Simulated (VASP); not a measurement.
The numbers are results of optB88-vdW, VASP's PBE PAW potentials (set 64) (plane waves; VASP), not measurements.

A VASP calculation is set up with these files.

File POSCAR:
```
WSe2
1
    3.2708668363    -0.0000000000    -0.0000000000
   -1.6354334181     2.8326534509     0.0000000000
   -0.0000000000     0.0000000000    13.0211420954
W Se
2 4
Direct
  0.6666670000   0.3333330000   0.7500000000
  0.3333330000   0.6666670000   0.2500000000
  0.6666670000   0.3333330000   0.3789196041
  0.3333330000   0.6666670000   0.8789196041
  0.3333330000   0.6666670000   0.6210803959
  0.6666670000   0.3333330000   0.1210803959
```

File KPOINTS:
```
K-points
0
Gamma
 7 7 2
```

INCAR:
```
SYSTEM=WSe2
PREC=Accurate; ENCUT=480; LREAL=.FALSE.
LASPH=.TRUE.
EDIFF=1E-6; NELM=100; ALGO=Normal
LMAXMIX=6
ISMEAR=0; SIGMA=0.05
GGA=BO; LUSE_VDW=.TRUE.; AGGAC=0.0
PARAM1=0.1833333333; PARAM2=0.22
IBRION=2; NSW=60; ISIF=3
EDIFFG=-0.02
LWAVE=.FALSE.; LCHARG=.FALSE.
```

POTCAR, in this order: W_sv Se (PBE.64 set). Program: vasp_std.

Task: What will the output report for the number of irreducible k-points (NKPTS), largest plane-wave count, number of space-group operations, FFT grid (NGX, NGY, NGZ)?

Result: 
```
Quantity                                      Result
--------------------------------------  ------------
number of irreducible k-points (NKPTS)            16
largest plane-wave count                        2900
number of space-group operations                  24
FFT grid (NGX, NGY, NGZ)                24 × 24 × 96
```

The compound is WSe2 in the 2H layered structure. This run relaxes it. Symmetry was kept, so distortions that lower it aren't found. The start is the result of an earlier pass.
